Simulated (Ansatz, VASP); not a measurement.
Al2Cl: VASP beside Ansatz

File INCAR:

```
SYSTEM = Al2Cl
PREC = Accurate ; ENCUT = 600
EDIFF = 1E-7 ; ISMEAR = 0
SIGMA = 0.1 ; LREAL = .False.
LASPH = .True. ; NELM = 80
ALGO = Normal ; ISIF = 3
LWAVE = .False. ; LCHARG = .False.
GGA = PE ; IBRION = 2
NSW = 100 ; EDIFFG = -0.01
```

KPOINTS

```
regular mesh
0
Gamma
  12 12 10
  0 0 0
```

POSCAR

```
Al2Cl
1.0
    3.8233144758      0.0000000000      0.0000000000
    0.0000000000      3.8233144758      0.0000000000
    0.0000000000      0.0000000000      4.9778440778
Al Cl
2 1
Direct
    0.5000000000      0.0000000000      0.2054196620
    0.0000000000      0.5000000000      0.2054196620
    0.0000000000      0.0000000000      0.6700694960
```

Input for Ansatz:

```yaml
crystal:
  lattice:
    - [3.8233144758, 0.0, 0.0]
    - [0.0, 3.8233144758, 0.0]
    - [0.0, 0.0, 4.9778440778]
  atoms:
    - { symbol: Al, position: [0.5, 0.0, 0.205419662] }
    - { symbol: Al, position: [0.0, 0.5, 0.205419662] }
    - { symbol: Cl, position: [0.0, 0.0, 0.670069496] }
basis:
  ecutwfc: 420
kpoints:
  mp_grid: { grid: [12, 12, 10] }
hamiltonian:
  xc: pbe
scf:
  occupations: { method: gaussian, width: 0.1 }
output:
  forces: true
  stress: true
  eigenvalues: true
relax:
  adjacent_minimum: "off"
  f_tol: 0.01
  max_steps: 80
  cell: { stress_tol: 0.05 }
```

Alike in both runs: task relaxation of cell and atoms; functional PBE; k mesh 12 × 12 × 10; occupations gaussian, width 0.1 eV; no spin polarisation.

|  | VASP | Ansatz |
| --- | --- | --- |
| version | VASP 6.6.1 | Ansatz 0.2.0 |
| potentials or method | VASP PAW PBE potentials, release 64 (Al, Cl) | scalar-relativistic, plane waves, PAW |
| plane-wave cutoff (eV) | 600 | 420 |
| valence electrons in the cell | 13 | 13 |

Ansatz gave:

- gap on the k mesh at the Fermi level, each at its own relaxed structure (eV): none
- relaxed volume (Å³/atom): 24.19
- relaxed cell length with the largest relative difference (Å): 4.970

**Question.** Estimate VASP's values.

**Answer.** gap on the k mesh at the Fermi level, each at its own relaxed structure (eV): none; relaxed volume (Å³/atom): 24.37; relaxed cell length with the largest relative difference (Å): 5.016.

A gap of «none» marks a metal or a gap that the smearing closes.

Caveats: an odd number of electrons without spin polarisation forces a metal; a magnetic or distorted state may lie lower.
